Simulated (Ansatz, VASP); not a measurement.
# InPd: VASP beside Ansatz, part 2 of 2

One calculation is typed for both programs; each brings its own data sets and cutoff. How far apart do they land? The cell is taken from a series of VASP runs on this material, whose earlier steps may have relaxed, scaled or displaced it; both programs get it as it stands.

VASP 6.6.1 and Ansatz 0.2.0.

So far: Set-up; Ansatz: band structure, r2SCAN with rVV10.

**3. VASP: band structure, r2SCAN with rVV10**

Level of this step: r2SCAN with rVV10; plane waves and PAW (In_d, Pd) (VASP).

The same cell, functional, mesh and smearing now go to VASP, with its own data sets and cutoff.

Lines of VASP's logs that name or quote its potential files are left out, and so is its time.

The input, INCAR:

```
SYSTEM = InPd
PREC = Accurate
ENCUT = 400
EDIFF = 1E-06
NELM = 100
ISMEAR = 1
SIGMA = 0.2
LREAL = .FALSE.
ALGO = Normal
METAGGA = R2SCAN
LUSE_VDW = .TRUE.
IVDW_NL = 2
BPARAM = 11.95
CPARAM = 0.0093
LASPH = .TRUE.
NBANDS = 23
LORBIT = 11
LWAVE = .FALSE.
LCHARG = .FALSE.
KPAR = 2
```

The input, POSCAR:

```
InPd
1.0
    3.2593201929      0.0000000000      0.0000000000
    0.0000000000      3.2593201929      0.0000000000
    0.0000000000      0.0000000000      3.2593201929
In Pd
1 1
Direct
    0.0000000000      0.0000000000      0.0000000000
    0.5000000000      0.5000000000      0.5000000000
```

The input, KPOINTS:

```
Automatic mesh
0
Gamma
6 6 6
0 0 0
```

The input, KPOINTS_OPT:

```
Line mode
16
Line-mode
Reciprocal
  0.00000000   0.00000000   0.00000000 GAMMA
  0.00000000   0.50000000   0.00000000 X

  0.00000000   0.50000000   0.00000000 X
  0.50000000   0.50000000   0.00000000 M

  0.50000000   0.50000000   0.00000000 M
  0.00000000   0.00000000   0.00000000 GAMMA

  0.00000000   0.00000000   0.00000000 GAMMA
  0.50000000   0.50000000   0.50000000 R

  0.50000000   0.50000000   0.50000000 R
  0.00000000   0.50000000   0.00000000 X

  0.50000000   0.50000000   0.00000000 M
  0.50000000   0.50000000   0.50000000 R
```

Potentials, in the order of the species: In_d and Pd (PBE family, release 64).

Launch:

```
$ mpirun -np 2 vasp_std
```

Numbers of over 12 decimals in the logs are rounded to 6 here.

Output:

```text
[banner, memory and clock lines left out]
running    2 mpi-ranks, on    1 nodes
 distrk:  each k-point on    1 cores,    2 groups
 distr:  one band on    1 cores,    1 groups

 POSCAR found type information on POSCAR InPd
 POSCAR found :  2 types and       2 ions
|                                                                             |
|               ----> ADVICE to this user running VASP <----                  |
|                                                                             |
|     You have switched on vdW-DFT.                                           |
|     This routine was written and supplied by Jiri Klimes. We recommend      |
|     that you carefully read and cite the following publications:            |
|       J. Klimes, D.R. Bowler, A. Michelides                                 |
|          J. Phys.: Cond Matt. 22 022201 (2010)                              |
|       J. Klimes, D.R. Bowler, A. Michelides                                 |
|          Phys. Rev. B. 83, 195131 (2011)                                    |
|     and references therein.                                                 |
|                                                                             |

|                                                                             |
|               ----> ADVICE to this user running VASP <----                  |
|                                                                             |
|     You enforced a specific xc type in the INCAR file but a different       |
|     [... a line on the potential file left out ...]
|     I HOPE YOU KNOW WHAT YOU ARE DOING!                                     |
|                                                                             |

 LDA part: xc-table for (None), standard interpolation
 POSCAR, INCAR and KPOINTS ok, starting setup
 FFT: planning ... GRIDC
 FFT: planning ... GRID_SOFT
 FFT: planning ... GRID
 WAVECAR not read
 entering main loop
       N       E                     dE             d eps       ncg     rms          rms(c)
Total rVV10 correction in eV:      0.6134774    28.2377842
Total rVV10 correction in eV:      0.6134774    28.2377842
DAV:   1     0.118452173609E+03    0.11845E+03   -0.91407E+03   989   0.115E+03
DAV:   2    -0.414305654736E+02   -0.15988E+03   -0.15046E+03  1011   0.305E+02
DAV:   3    -0.512523154996E+02   -0.98218E+01   -0.97734E+01  1074   0.731E+01
DAV:   4    -0.514831794623E+02   -0.23086E+00   -0.23071E+00  1247   0.101E+01
DAV:   5    -0.514962515106E+02   -0.13072E-01   -0.13072E-01  1326   0.221E+00    0.911E+00
Total rVV10 correction in eV:      0.5950435    28.2377834
Total rVV10 correction in eV:      0.5950435    28.2377834
DAV:   6    -0.461014996495E+02    0.53948E+01   -0.33697E+00  1159   0.216E+01    0.394E+00
Total rVV10 correction in eV:      0.5975811    28.2377834
Total rVV10 correction in eV:      0.5975811    28.2377834
DAV:   7    -0.460061874049E+02    0.95312E-01   -0.30585E-01  1238   0.439E+00    0.257E+00
Total rVV10 correction in eV:      0.5946996    28.2377834
Total rVV10 correction in eV:      0.5946996    28.2377834
DAV:   8    -0.460117940126E+02   -0.56066E-02   -0.22364E-02  1178   0.105E+00    0.115E+00
Total rVV10 correction in eV:      0.5918657    28.2377834
Total rVV10 correction in eV:      0.5918657    28.2377834
DAV:   9    -0.460121223878E+02   -0.32838E-03   -0.11787E-02  1159   0.877E-01    0.193E-01
Total rVV10 correction in eV:      0.5915896    28.2377834
Total rVV10 correction in eV:      0.5915896    28.2377834
DAV:  10    -0.460123870132E+02   -0.26463E-03   -0.91881E-04  1468   0.233E-01    0.247E-01
Total rVV10 correction in eV:      0.5913880    28.2377834
Total rVV10 correction in eV:      0.5913880    28.2377834
DAV:  11    -0.460124343435E+02   -0.47330E-04   -0.17329E-04  1294   0.125E-01    0.559E-02
Total rVV10 correction in eV:      0.5915793    28.2377834
Total rVV10 correction in eV:      0.5915793    28.2377834
DAV:  12    -0.460124194388E+02    0.14905E-04   -0.63241E-05  1305   0.102E-01    0.119E-01
Total rVV10 correction in eV:      0.5916103    28.2377834
Total rVV10 correction in eV:      0.5916103    28.2377834
DAV:  13    -0.460124198892E+02   -0.45045E-06   -0.44023E-06  1189   0.156E-02
Total rVV10 correction in eV:      0.5915976    28.2377834
Total rVV10 correction in eV:      0.5915976    28.2377834
Total rVV10 correction in eV:      0.5916183    28.2377834
Total rVV10 correction in eV:      0.5916183    28.2377834
   1 F= -.46012420E+02 E0= -.46013731E+02  d E =0.393392E-02
 Start KPOINTS_OPT (optional k-point list driver)
k-point batch [1-20\96]
       N       E                     dE             ncg
DAV:   1     0.419927343728E+04   -0.27161E+04      966
DAV:   2     0.884053029244E+03   -0.33152E+04      955
DAV:   3     0.662586405454E+03   -0.22147E+03     1179
DAV:   4     0.657302366588E+03   -0.52840E+01     1206
DAV:   5     0.657043427651E+03   -0.25894E+00     1333
DAV:   6     0.657040948320E+03   -0.24793E-02     1331
DAV:   7     0.657040881119E+03   -0.67201E-04     1336
DAV:   8     0.657040880753E+03   -0.36567E-06      817
[...]
k-point batch [81-96\96]
       N       E                     dE             ncg
DAV:   1     0.542036511990E+04   -0.11111E+05      805
DAV:   2     0.305048628966E+04   -0.23699E+04      778
DAV:   3     0.289911206275E+04   -0.15137E+03      925
DAV:   4     0.289557480569E+04   -0.35373E+01     1000
DAV:   5     0.289541434762E+04   -0.16046E+00     1044
DAV:   6     0.289541079657E+04   -0.35510E-02     1049
DAV:   7     0.289541074279E+04   -0.53780E-04     1073
DAV:   8     0.289541074200E+04   -0.78527E-06      768
```

From OUTCAR (step 3):

```text
ion  position               nearest neighbor table
   1  0.000  0.000  0.000-   2 2.82   2 2.82   2 2.82   2 2.82   2 2.82   2 2.82   2 2.82   2 2.82

  LATTYP: Found a simple cubic cell.
 ALAT       =     3.2593201929

 Subroutine GETGRP returns: Found 48 space group operations
 (whereof 48 operations were pure point group operations)

The static configuration has the point symmetry O_h .

 Found     20 irreducible k-points:

   k-points           NKPTS =     20   k-points in BZ     NKDIM =     20   number of bands    NBANDS=     23

   dimension x,y,z NGX =    24 NGY =   24 NGZ =   24
   dimension x,y,z NGXF=    48 NGYF=   48 NGZF=   48

   ENCUT  =  400.0 eV  29.40 Ry    5.42 a.u.   5.32  5.32  5.32*2*pi/ulx,y,z

   NELECT =      23.0000    total number of electrons

 k-points in reciprocal lattice and weights: Automatic mesh
   0.00000000  0.00000000  0.00000000       0.005
   0.16666667  0.00000000  0.00000000       0.028
   0.33333333  0.00000000  0.00000000       0.028
   0.50000000  0.00000000  0.00000000       0.014
   0.16666667  0.16666667  0.00000000       0.056
   0.33333333  0.16666667  0.00000000       0.111
   0.50000000  0.16666667  0.00000000       0.056
   0.33333333  0.33333333  0.00000000       0.056
   0.50000000  0.33333333  0.00000000       0.056
[...]
0.50000000  0.50000000  0.33333333       0.028
   0.50000000  0.50000000  0.50000000       0.005

 average (electrostatic) potential at core
       1 -96.3544       2 -75.1348

 E-fermi :  10.6131

 k-point     1 :       0.0000    0.0000    0.0000
  band No.  band energies     occupation
    ...
      7       6.4765      2.00000
      8       6.4765      2.00000
      9       8.1263      2.00000
     10       8.1263      2.00000
     11       8.1263      2.00000
     12      15.0825      0.00000
     13      15.0825      0.00000
     14      15.0825      0.00000
     15      20.8421      0.00000
     16      21.5252      0.00000
    ...

 k-point     2 :       0.1667    0.0000    0.0000
  band No.  band energies     occupation
    ...
      7       6.4816      2.00000
      8       6.5242      2.00000
      9       7.8172      2.00000
     10       7.8172      2.00000
     11       8.1068      2.00000
     12      12.6724     -0.00000
     13      15.9726      0.00000
     14      15.9726      0.00000
     15      21.1535      0.00000
     16      21.3635      0.00000
    ...

 k-point     3 :       0.3333    0.0000    0.0000
  band No.  band energies     occupation
    ...
      8       6.4920      2.00000
      9       7.3061      2.00000
     10       7.3061      2.00000
     11       8.0675      2.00000
     12       9.9934      2.00011
     13      18.2074      0.00000
     14      18.2074      0.00000
     15      20.9996      0.00000
     16      21.4204      0.00000
     17      24.7607      0.00000
    ...

  Total       -0.0420795     -0.0420795     -0.0420795      0.0000000      0.0000000     -0.0000000
  in kB       -1.9471532     -1.9471532     -1.9471532      0.0000000      0.0000000     -0.0000000
  external PRESSURE =      -1.9471532 kB  Pullay stress =       0.0000000 kB

  energy-cutoff  :      400.00
  volume of cell :       34.62
      direct lattice vectors                 reciprocal lattice vectors
     3.259320193  0.000000000  0.000000000     0.306812446  0.000000000  0.000000000
     0.000000000  3.259320193  0.000000000     0.000000000  0.306812446  0.000000000
     0.000000000  0.000000000  3.259320193     0.000000000  0.000000000  0.306812446

 POSITION                                       TOTAL-FORCE (eV/Angst)
 -----------------------------------------------------------------------------------
      0.00000      0.00000      0.00000         0.000000      0.000000      0.000000
      1.62966      1.62966      1.62966         0.000000      0.000000      0.000000
 -----------------------------------------------------------------------------------
    total drift:                                0.000000      0.000000     -0.000000

  FREE ENERGIE OF THE ION-ELECTRON SYSTEM (eV)
  ---------------------------------------------------
  free  energy   TOTEN  =       -46.0124198892 eV

  energy  without entropy=      -46.0163538071  energy(sigma->0) =      -46.01373120

 total charge
# of ion       s       p       d       tot
------------------------------------------
    1        0.806   0.793   9.901  11.500
    2        0.446   0.439   8.651   9.536
--------------------------------------------------
tot          1.252   1.232  18.552  21.036

[... 3 further parts left out ...]
```

This run has no spin polarisation. Its electron count is odd, so without a moment it is a metal by construction. Spin-orbit coupling is off here; with elements this heavy it splits and shifts levels by tenths of an eV or more.

**4. Differences**

Known differences besides the potentials themselves: VASP keeps PBE cores, Ansatz makes them for the functional; the data sets hold 31 valence electrons in Ansatz (default PAW (the set named soft_2) files) and 23 in VASP; the cutoff is 500 eV in Ansatz and 400 eV in VASP. Total energies have different zeros and are not compared.

Compared:

```csv
quantity,Ansatz,VASP,difference
pressure (GPa),-0.84,-0.19,-0.64
pressure without Ansatz's Pulay correction (GPa),-0.99,-0.19,-0.79
```

Levels from 3 eV below to 2 eV above the Fermi level differ by 21 meV r.m.s. and 30 meV at most; each VASP level is matched to the nearest of Ansatz, which flatters the figure a little. Ansatz's pressure holds a Pulay correction of 0.15 GPa; VASP's holds none.

**5. Summary of results**

```
r.m.s. difference of levels near the Fermi level (band structure, r2SCAN with rVV10) : 21 meV
difference in pressure (band structure, r2SCAN with rVV10)                           : -0.64 GPa
```

The difference in pressure is -0.64 GPa (band structure, r2SCAN with rVV10), within the 1 GPa picked in this series as the mark of a large difference. Such differences can come from data sets, numerical settings and the points named under the comparisons, not from the functional's error against experiment.

[Lines on the potential files, build, host, timing and source positions are cut from VASP's logs without a mark.]

[Logs are printed without paths, hosts, clocks, repeated set-up lines and the standing remarks that a program may print on its own settings, such as how far it seeks lower states.]

[Hosts, paths, dates, database ids (printed as entryN), source tags and the programs' standing remarks are cut or masked in the printed files.]
